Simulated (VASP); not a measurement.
VASP runs on Li$_{2}$S (antifluorite) share one base input (PBE GGA, plane waves, VASP's PBE PAW potentials (set 64)) and change the settings named in each case.

### KPOINTS
```
Automatic
0
G
 6 6 6
0 0 0
```

File POSCAR:
```
Li2S
1
    0.0000000000     2.9172000000     2.9172000000
    2.9172000000     0.0000000000     2.9172000000
    2.9172000000     2.9172000000     0.0000000000
Li S
2 1
Direct
  0.2500000000   0.2500000000   0.2500000000
  0.7500000000   0.7500000000   0.7500000000
  0.0000000000   0.0000000000   0.0000000000
```

**INCAR**
```
SYSTEM = Li2S
PREC = Accurate
ENCUT = 520
EDIFF = 1E-6
NELM = 100
ALGO = Normal
LREAL = .FALSE.
LASPH = .TRUE.
ISMEAR = 0
SIGMA = 0.05
GGA = PE
LWAVE = .FALSE.
LCHARG = .FALSE.
ISIF = 2
```

POTCAR, in this order: Li_sv S (PBE.64 set). Program: vasp_std.

```
change        pressure (GPa)  electronic steps
------------  --------------  ----------------
base run               -2.46                13
EDIFF = 1E-2           -1.94                 9
EDIFF = 1E-3           -1.98                 9
EDIFF = 1E-4           -2.53                11
EDIFF = 1E-5           -2.52                11
EDIFF = 1E-8           -2.47                18
```

Left out are runs that ran out of time, are held back, or changed the cell or the kind of run, fixed moments of cells without a moment, rows past the twelfth, gaps on odd meshes, pressures of charged cells and columns that move by less than the noise.

The compound is Li2S in the antifluorite structure. The cell was not relaxed at this level.
